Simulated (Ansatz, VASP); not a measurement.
**Two plane-wave programs on Ir2Rh**

```
Ir Rh
1.0
     2.76177    0.00000    0.00000
    -1.38089    2.39176    0.00000
     0.00000    0.00000   13.12246
Ir Rh
4 2
Direct
  0.33333 0.66667 0.91579
  0.33333 0.66667 0.25077
  0.66667 0.33333 0.08421
  0.66667 0.33333 0.74923
  0.33333 0.66667 0.58372
  0.66667 0.33333 0.41628
```

Alike in both runs: functional PBE; k mesh 6 × 6 × 2; occupations gaussian, width 0.1 eV; no spin polarisation.

Ansatz relaxed the structure, and its values are those at the end. VASP's run is a single point on that final structure, the one shown.

|  | VASP | Ansatz |
| --- | --- | --- |
| version | VASP 6.6.1 | Ansatz 0.2.0 |
| potentials or method | VASP PAW PBE potentials, release 64 (Ir, Rh_pv) | scalar-relativistic, plane waves, PAW |
| plane-wave cutoff (eV) | 520 | 420 |
| valence electrons in the cell | 66 | 102 |

Ansatz gave:

| Quantity | Value |
| --- | --- |
| gap on the k mesh at the Fermi level (eV) | none |
| pressure (GPa) | -0.2 |
| rms of the force components (eV/Å) | 0.008 |

Q: Which values does VASP return?

A: gap on the k mesh at the Fermi level (eV): none; pressure (GPa): 0.2; rms of the force components (eV/Å): 0.013.

A gap of «none» marks a metal or a gap that the smearing closes. The functional is the same, so the differences come from potentials, cutoffs and numerics. The two sets of potentials don't hold the same shells in valence.

Caveats: the k mesh is coarse (spacing up to 0.44 Å⁻¹), so the values aren't converged. Spin-orbit coupling is left out, which matters for the levels of Ir.
